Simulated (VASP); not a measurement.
# VASP 6.6.1 run: NaCaF$_{3}$

INCAR

```
ISIF = 2
LWAVE = .FALSE.
PREC = Accurate
LASPH = .TRUE.
EDIFF = 1E-7
SIGMA = 0.02
NBANDS = 20
NSW = 0
GGA = PS
ISMEAR = -1
ENCUT = 520
LREAL = .FALSE.
LCHARG = .FALSE.
IBRION = -1
NELM = 120
```

KPOINTS

```
KPOINTS created by Atomic Simulation Environment
0
Gamma
6 6 6
0 0 0
```

POSCAR

```
Na Ca F
 1.0000000000000000
     4.3805651498150153   -0.0000000000000000    0.0000000000000000
    -0.0000000000000000    4.3805651498150153    0.0000000000000000
     0.0000000000000000    0.0000000000000000    4.3805651498150153
 Na  Ca  F
   1   1   3
Cartesian
  0.0000000000000000  0.0000000000000000 -0.0000000000000000
  2.1902825749075081  2.1902825749075081  2.1902825749075081
  2.1902825749075081  2.1902825749075081  0.0000000000000000
  2.1902825749075081 -0.0000000000000000  2.1902825749075081
 -0.0000000000000000  2.1902825749075081  2.1902825749075081
```

The recommended PBE PAW datasets give the neutral cell 38 valence electrons.

Command

```
mpirun -np 1 vasp_std
```

OSZICAR

```
N       E                     dE             d eps       ncg     rms          rms(c)
DAV:   1     0.473188999879E+03    0.47319E+03   -0.20635E+04   836   0.201E+03
DAV:   2     0.219388049776E+02   -0.45125E+03   -0.44673E+03   972   0.543E+02
DAV:   3    -0.251350499244E+02   -0.47074E+02   -0.45884E+02   848   0.179E+02
DAV:   4    -0.284013739835E+02   -0.32663E+01   -0.32649E+01  1464   0.413E+01
DAV:   5    -0.284538760853E+02   -0.52502E-01   -0.52480E-01   992   0.405E+00    0.932E+00
DAV:   6    -0.259492884192E+02    0.25046E+01   -0.12319E+01   868   0.242E+01    0.383E+00
DAV:   7    -0.257875429481E+02    0.16175E+00   -0.53487E-01  1176   0.736E+00    0.207E+00
DAV:   8    -0.256676787297E+02    0.11986E+00   -0.21086E-01  1076   0.100E+01    0.372E-01
DAV:   9    -0.256673076792E+02    0.37105E-03   -0.41454E-02   956   0.186E+00    0.229E-01
DAV:  10    -0.256679721903E+02   -0.66451E-03   -0.25041E-03   852   0.607E-01    0.602E-02
DAV:  11    -0.256678918629E+02    0.80327E-04   -0.51510E-04   960   0.288E-01    0.217E-02
DAV:  12    -0.256679165612E+02   -0.24698E-04   -0.93142E-05  1156   0.779E-02    0.104E-02
DAV:  13    -0.256679175070E+02   -0.94574E-06   -0.55590E-06   972   0.265E-02    0.626E-03
DAV:  14    -0.256679167373E+02    0.76965E-06   -0.96697E-07  1136   0.750E-03    0.688E-04
DAV:  15    -0.256679166924E+02    0.44962E-07   -0.44593E-08   452   0.205E-03
   1 F= -.25667917E+02 E0= -.25667917E+02  d E =-.184894E-12
```

From OUTCAR

```
k-points           NKPTS =     20   k-points in BZ     NKDIM =     20   number of bands    NBANDS=     20

   NELECT =      38.0000    total number of electrons

   dimension x,y,z NGX =    36 NGY =   36 NGZ =   36
   dimension x,y,z NGXF=    72 NGYF=   72 NGZF=   72

  energy-cutoff  :      520.00
  volume of cell :       84.06
      direct lattice vectors                 reciprocal lattice vectors
     4.380565150  0.000000000  0.000000000     0.228281047  0.000000000  0.000000000
     0.000000000  4.380565150  0.000000000     0.000000000  0.228281047  0.000000000
     0.000000000  0.000000000  4.380565150     0.000000000  0.000000000  0.228281047

 k-points in reciprocal lattice and weights: KPOINTS created by Atomic Simulation Env
   0.00000000  0.00000000  0.00000000       0.005
   0.16666667  0.00000000  0.00000000       0.028
   0.33333333  0.00000000  0.00000000       0.028
   0.50000000  0.00000000  0.00000000       0.014
   0.16666667  0.16666667  0.00000000       0.056
   0.33333333  0.16666667  0.00000000       0.111
   0.50000000  0.16666667  0.00000000       0.056
   0.33333333  0.33333333  0.00000000       0.056
   ...

 E-fermi :  -2.0530

 k-point     1 :       0.0000    0.0000    0.0000
  band No.  band energies     occupation
      1     -37.4663      2.00000
      2     -23.6477      2.00000
      3     -23.6477      2.00000
      4     -23.6477      2.00000
      5     -21.7525      2.00000
      6     -21.6331      2.00000
      7     -21.6331      2.00000
      8     -18.7631      2.00000
      9     -18.7631      2.00000
     10     -18.7631      2.00000
     11      -3.5445      2.00000
     12      -3.5445      2.00000
     13      -3.5445      2.00000
     14      -3.0079      2.00000
     15      -3.0079      2.00000
     16      -3.0079      2.00000
     17      -2.7402      2.00000
     18      -2.7402      2.00000
     19      -2.7402      2.00000
     20       2.4894      0.00000

 k-point     2 :       0.1667    0.0000    0.0000
  band No.  band energies     occupation
      1     -37.4644      2.00000
      2     -23.6493      2.00000
      3     -23.6476      2.00000
      4     -23.6476      2.00000
      5     -21.8420      2.00000
      6     -21.6932      2.00000
      7     -21.6316      2.00000
      8     -18.7615      2.00000
      9     -18.7615      2.00000
     10     -18.5261      2.00000
     11      -3.6384      2.00000
     12      -3.5220      2.00000
     13      -3.5220      2.00000
     14      -3.0532      2.00000
     15      -3.0532      2.00000
     16      -3.0364      2.00000
     17      -3.0320      2.00000
     18      -2.7599      2.00000
     19      -2.7599      2.00000
     20       2.8303      0.00000

 k-point     3 :       0.3333    0.0000    0.0000
  band No.  band energies     occupation
      1     -37.4606      2.00000
      2     -23.6526      2.00000
      3     -23.6475      2.00000
      4     -23.6475      2.00000
      5     -22.0830      2.00000
      6     -21.7043      2.00000
      7     -21.6300      2.00000
      8     -18.7584      2.00000
      9     -18.7584      2.00000
     10     -18.0939      2.00000
     11      -3.9339      2.00000
     12      -3.4583      2.00000
     13      -3.4523      2.00000
     14      -3.4523      2.00000
     15      -3.1811      2.00000
     16      -3.1811      2.00000
     17      -3.0924      2.00000
     18      -2.7844      2.00000
     19      -2.7844      2.00000
     20       3.7049      0.00000

 ...

  Total       -0.0652633     -0.0652633     -0.0652633      0.0000000      0.0000000      0.0000000
  in kB       -1.2439100     -1.2439100     -1.2439100      0.0000000      0.0000000      0.0000000
  external PRESSURE =      -1.2439100 kB  Pullay stress =       0.0000000 kB

 POSITION                                       TOTAL-FORCE (eV/Angst)
 -----------------------------------------------------------------------------------
      0.00000      0.00000      0.00000         0.000000      0.000000      0.000000
      2.19028      2.19028      2.19028         0.000000      0.000000      0.000000
      2.19028      2.19028      0.00000         0.000000      0.000000      0.000000
      2.19028      0.00000      2.19028         0.000000      0.000000      0.000000
      0.00000      2.19028      2.19028         0.000000      0.000000      0.000000
 -----------------------------------------------------------------------------------
    total drift:                                0.000000      0.000000      0.000000

  FREE ENERGIE OF THE ION-ELECTRON SYSTEM (eV)
  ---------------------------------------------------
  free  energy   TOTEN  =       -25.6679166924 eV

  energy  without entropy=      -25.6679166924  energy(sigma->0) =      -25.66791669
```

It converged. Results: gap between bands v and c on the k mesh 5.08 eV; least direct gap on the k mesh 5.23 eV; pressure -0.1 GPa. Band v is the last that the valence electrons fill when counted band by band, and c is the next.

For comparison, a separate PBE run of the intended cell, on usual settings and not on those above, gives a gap of 5.09 eV on its mesh and a pressure of 2.0 GPa.

The run above took about 45 s on one core of a shared host (Intel Xeon Platinum 8488C) and held 0.21 GiB at most.
